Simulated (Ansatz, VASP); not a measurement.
# Ni (Nickel): VASP beside Ansatz, part 2 of 2

One calculation is typed for both programs; each brings its own data sets. How far apart do they land? The cell is taken from a series of VASP runs on this material, whose earlier steps may have relaxed, scaled or displaced it; both programs get it as it stands. Valence electrons are named where the data sets of a main pair hold unlike numbers.

VASP 6.6.1 and Ansatz 0.2.0.

So far: The starting structure; Ansatz: relaxation of cell and atoms, r2SCAN.

## Step 3: VASP: relaxation of cell and atoms, r2SCAN

Level of this step: r2SCAN, spin-polarised from a ferromagnetic start (one magnetic atom a cell); plane waves and PAW (Ni) (VASP).

The same cell, functional, mesh and smearing now go to VASP, with its own data sets.

Lines of VASP's logs that name or quote its potential files are left out, and so is its time.

File INCAR:

```
SYSTEM = Ni
PREC = Accurate
ENCUT = 400
EDIFF = 1E-06
NELM = 100
ISMEAR = 1
SIGMA = 0.2
LREAL = .FALSE.
ALGO = Normal
METAGGA = R2SCAN
LASPH = .TRUE.
NBANDS = 12
ISPIN = 2
MAGMOM = 0.78
LMAXMIX = 4
LORBIT = 11
LWAVE = .FALSE.
LCHARG = .FALSE.
KPAR = 4
IBRION = 2
NSW = 60
ISIF = 3
EDIFFG = -0.01
```

File POSCAR:

```
Ni
1.0
    0.0000000000      1.7363269909      1.7363269909
    1.7363269909      0.0000000000      1.7363269909
    1.7363269909      1.7363269909      0.0000000000
Ni
1
Direct
    0.0000000000      0.0000000000      0.0000000000
```

File KPOINTS:

```
Automatic mesh
0
Gamma
11 11 11
0 0 0
```

The projector-augmented-wave data sets are Ni (PBE family, release 64).

Run with:

```bash
$ mpirun -np 4 vasp_std
```

Numbers of over 12 decimals in the logs are rounded to 6 here.

What it wrote:

```text
[banner, memory and clock lines left out]
running    4 mpi-ranks, on    1 nodes
 distrk:  each k-point on    1 cores,    4 groups
 distr:  one band on    1 cores,    1 groups

 POSCAR found type information on POSCAR Ni
 POSCAR found :  1 types and       1 ions
|                                                                             |
|               ----> ADVICE to this user running VASP <----                  |
|                                                                             |
|     You enforced a specific xc type in the INCAR file but a different       |
|     [... a line on the potential file left out ...]
|     I HOPE YOU KNOW WHAT YOU ARE DOING!                                     |
|                                                                             |

 LDA part: xc-table for (None), standard interpolation
 POSCAR, INCAR and KPOINTS ok, starting setup
 FFT: planning ... GRIDC
 FFT: planning ... GRID_SOFT
 FFT: planning ... GRID
 WAVECAR not read
 entering main loop
       N       E                     dE             d eps       ncg     rms          rms(c)
DAV:   1     0.186303896978E+02    0.18630E+02   -0.38506E+03  2792   0.905E+02
DAV:   2    -0.133922089257E+02   -0.32023E+02   -0.30366E+02  2948   0.158E+02
DAV:   3    -0.142530469593E+02   -0.86084E+00   -0.85451E+00  3048   0.295E+01
DAV:   4    -0.142601315736E+02   -0.70846E-02   -0.70833E-02  3236   0.234E+00
DAV:   5    -0.142602683796E+02   -0.13681E-03   -0.13681E-03  3220   0.292E-01    0.109E+01
DAV:   6    -0.124317162759E+02    0.18286E+01   -0.19696E+01  3496   0.611E+01    0.729E+00
DAV:   7    -0.119367384127E+02    0.49498E+00   -0.39281E+00  3332   0.224E+01    0.232E+00
DAV:   8    -0.119345179281E+02    0.22205E-02   -0.37427E-02  3144   0.185E+00    0.118E+00
DAV:   9    -0.119325852622E+02    0.19327E-02   -0.28477E-03  3704   0.508E-01    0.402E-01
DAV:  10    -0.119319420436E+02    0.64322E-03   -0.44063E-03  3508   0.800E-01    0.742E-02
DAV:  11    -0.119319773588E+02   -0.35315E-04   -0.20213E-04  3412   0.182E-01    0.400E-02
DAV:  12    -0.119319831568E+02   -0.57979E-05   -0.10662E-05  3012   0.330E-02    0.246E-02
DAV:  13    -0.119319797374E+02    0.34193E-05   -0.17026E-05  3352   0.492E-02    0.711E-03
DAV:  14    -0.119319811247E+02   -0.13872E-05   -0.42736E-07  1868   0.736E-03    0.391E-03
DAV:  15    -0.119319827702E+02   -0.16456E-05   -0.56053E-07  1528   0.712E-03    0.114E-03
DAV:  16    -0.119319834027E+02   -0.63247E-06   -0.11583E-07  1480   0.428E-03
   1 F= -.11931983E+02 E0= -.11930956E+02  d E =-.119320E+02  mag=     0.6427
 curvature:   0.00 expect dE= 0.000E+00 dE for cont linesearch  0.000E+00
 trial: gam= 0.00000 g(F)=  0.651E-62 g(S)=  0.423E-05 ort = 0.000E+00 (trialstep = 0.100E+01)
 search vector abs. value=  0.423E-05
 reached required accuracy - stopping structural energy minimisation
```

From OUTCAR (step 3):

```text
ion  position               nearest neighbor table
   1  0.000  0.000  0.000-

  LATTYP: Found a face centered cubic cell.
 ALAT       =     3.4726539818

 Subroutine GETGRP returns: Found 48 space group operations
 (whereof 48 operations were pure point group operations)

The static configuration has the point symmetry O_h .

 Found     56 irreducible k-points:

   k-points           NKPTS =     56   k-points in BZ     NKDIM =     56   number of bands    NBANDS=     12

   dimension x,y,z NGX =    16 NGY =   16 NGZ =   16
   dimension x,y,z NGXF=    32 NGYF=   32 NGZF=   32

   ENCUT  =  400.0 eV  29.40 Ry    5.42 a.u.   4.00  4.00  4.00*2*pi/ulx,y,z

   NELECT =      10.0000    total number of electrons

 k-points in reciprocal lattice and weights: Automatic mesh
   0.00000000  0.00000000  0.00000000       0.001
   0.09090909  0.00000000  0.00000000       0.006
   0.18181818  0.00000000  0.00000000       0.006
   0.27272727  0.00000000  0.00000000       0.006
   0.36363636  0.00000000  0.00000000       0.006
   0.45454545  0.00000000  0.00000000       0.006
   0.09090909  0.09090909  0.00000000       0.005
   0.18181818  0.09090909  0.00000000       0.018
   0.27272727  0.09090909  0.00000000       0.018
[...]
-0.36363636  0.45454545  0.18181818       0.018
  -0.27272727  0.45454545  0.18181818       0.018

 average (electrostatic) potential at core
       1 -86.8751

 E-fermi :   9.8630

 spin component 1
 k-point     1 :       0.0000    0.0000    0.0000
  band No.  band energies     occupation
    ...
      2       6.9094      1.00000
      3       6.9094      1.00000
      4       6.9094      1.00000
      5       8.2521      1.00000
      6       8.2521      1.00000
      7      34.7560      0.00000
      8      39.2227      0.00000
      9      39.2227      0.00000
     10      39.2234      0.00000
     11      41.9927      0.00000
    ...

 k-point     2 :       0.0909    0.0000    0.0000
  band No.  band energies     occupation
    ...
      2       6.8246      1.00000
      3       6.9834      1.00000
      4       6.9835      1.00000
      5       8.2222      1.00000
      6       8.2223      1.00000
      7      33.3665      0.00000
      8      36.4605      0.00000
      9      38.4659      0.00000
     10      38.4664      0.00000
     11      43.1008      0.00000
    ...

 k-point     3 :       0.1818    0.0000    0.0000
  band No.  band energies     occupation
    ...
      2       6.6436      1.00000
      3       7.1302      1.00000
      4       7.1304      1.00000
      5       8.2035      1.00000
      6       8.2037      1.00000
      7      28.7690      0.00000
      8      35.5167      0.00000
      9      37.4418      0.00000
     10      37.4422      0.00000
     11      43.4491      0.00000
    ...

 k-point     4 :       0.2727    0.0000    0.0000
  band No.  band energies     occupation
    ...
      2       6.6292      1.00000
      3       7.1654      1.00000
      4       7.1656      1.00000
      5       8.3590      1.00000
      6       8.3593      1.00000
      7      23.9348      0.00000
      8      34.6646      0.00000
      9      36.7221      0.00000
     10      36.7222      0.00000
     11      42.1309      0.00000
    ...

 k-point     5 :       0.3636    0.0000    0.0000
  band No.  band energies     occupation
    ...
      2       7.0720      1.00000
      3       7.0723      1.00000
      4       7.4162      1.00000
      5       8.6533      1.00000
      6       8.6536      1.00000
      7      19.5958      0.00000
      8      33.7817      0.00000
      9      36.3415      0.00000
     10      36.3418      0.00000
     11      40.1837      0.00000
    ...

 k-point     6 :       0.4545    0.0000    0.0000
  band No.  band energies     occupation
    ...
      2       6.9880      1.00000
      3       6.9883      1.00000
      4       8.8697      1.00000
      5       8.8701      1.00000
      6       9.0295      1.00000
      7      16.3941      0.00000
      8      33.2463      0.00000
      9      36.2286      0.00000
     10      36.2293      0.00000
     11      39.0460      0.00000
    ...

  Total       -0.0054049     -0.0054049     -0.0054049      0.0000000      0.0000000     -0.0000000
  in kB       -0.8271368     -0.8271368     -0.8271368      0.0000000      0.0000000     -0.0000000
  external PRESSURE =      -0.8271368 kB  Pullay stress =       0.0000000 kB

  energy-cutoff  :      400.00
  volume of cell :       10.47
      direct lattice vectors                 reciprocal lattice vectors
     0.000000000  1.736326991  1.736326991    -0.287964193  0.287964193  0.287964193
     1.736326991  0.000000000  1.736326991     0.287964193 -0.287964193  0.287964193
     1.736326991  1.736326991  0.000000000     0.287964193  0.287964193 -0.287964193

 POSITION                                       TOTAL-FORCE (eV/Angst)
 -----------------------------------------------------------------------------------
      0.00000      0.00000      0.00000         0.000000      0.000000     -0.000000
 -----------------------------------------------------------------------------------
    total drift:                                0.000000      0.000000      0.000000

  FREE ENERGIE OF THE ION-ELECTRON SYSTEM (eV)
  ---------------------------------------------------
  free  energy   TOTEN  =       -11.9319834027 eV

  energy  without entropy=      -11.9289016674  energy(sigma->0) =      -11.93095616

 reached required accuracy - stopping structural energy minimisation

 total charge
# of ion       s       p       d       tot
------------------------------------------
    1        0.529   0.552   8.334   9.415

 magnetization (x)
# of ion       s       p       d       tot
------------------------------------------
    1       -0.013  -0.045   0.718   0.661

[... 6 further parts left out ...]
```

CONTCAR:

```
Ni
   1.00000000000000
     0.0000000000000000    1.7363269909000001    1.7363269909000001
     1.7363269909000001    0.0000000000000000    1.7363269909000001
     1.7363269909000001    1.7363269909000001    0.0000000000000000
  Ni
     1
Direct
     0.0000000000000000    0.0000000000000000    0.0000000000000000
```

The cell holds one magnetic atom, so no antiferromagnetic order fits into it. The k-mesh is coarse for a metal. SCAN-type functionals tend to overstate the moments of itinerant magnets. The PAW data sets were made with PBE, which is usual practice but a small mismatch for other functionals. The run keeps the 48 symmetry operations of its start, so it cannot find a distortion of lower symmetry.

## Step 4: Comparison

Known differences besides the potentials themselves: VASP keeps PBE cores, Ansatz makes them for the functional; both relaxations stop at a tolerance, which leaves soft axes loose, and VASP keeps its plane-wave basis; the data sets hold 18 valence electrons in Ansatz (on its default PAW (the set named soft_2) files) and 10 in VASP; the cutoff is 500 eV in Ansatz and 400 eV in VASP; Ansatz adds a Pulay correction to the stress that steers its cell, VASP none; site moments are counted in spheres of each program's own size. Total energies have different zeros and are not compared.

Both answers:

| quantity | Ansatz | VASP | difference |
| --- | --- | --- | --- |
| volume (Å³) | 10.52 | 10.47 | +0.50 % |
| edge a after relaxation, in the typed setting (Å) | 2.460 | 2.455 | +0.17 % |
| total moment (μB) | 0.74 | 0.64 | +0.09 |
| moment on Ni1 (μB) | 0.80 | 0.66 | +0.14 |

The walks stopped with 0.03 GPa left in Ansatz and -0.08 GPa in VASP; each walk ends within a tolerance, so the volume difference is uncertain by about these residues over the bulk modulus, most in soft cells.

## Step 5: Results

```
difference in volume (relaxation of cell and atoms, r2SCAN) : 0.50 %
```

What this shows: The difference in volume is 0.50 % (relaxation of cell and atoms, r2SCAN), within the 1.2 % picked in this series as the mark of a large difference, as far as the stopping tolerances let one tell. The data sets hold unlike numbers of valence electrons (18 in Ansatz and 10 in VASP), so part of the differences comes from the potentials. How closely two codes agree says nothing of how well the functional describes the real material.

[Lines on the potential files, build, host, timing and source positions are cut from VASP's logs without a mark.]

[Logs are printed without paths, hosts, clocks, repeated set-up lines and the standing remarks that a program may print on its own settings, such as how far it seeks lower states.]

[Hosts, paths, dates, database ids (printed as entryN), source tags and the programs' standing remarks are cut or masked in the printed files.]
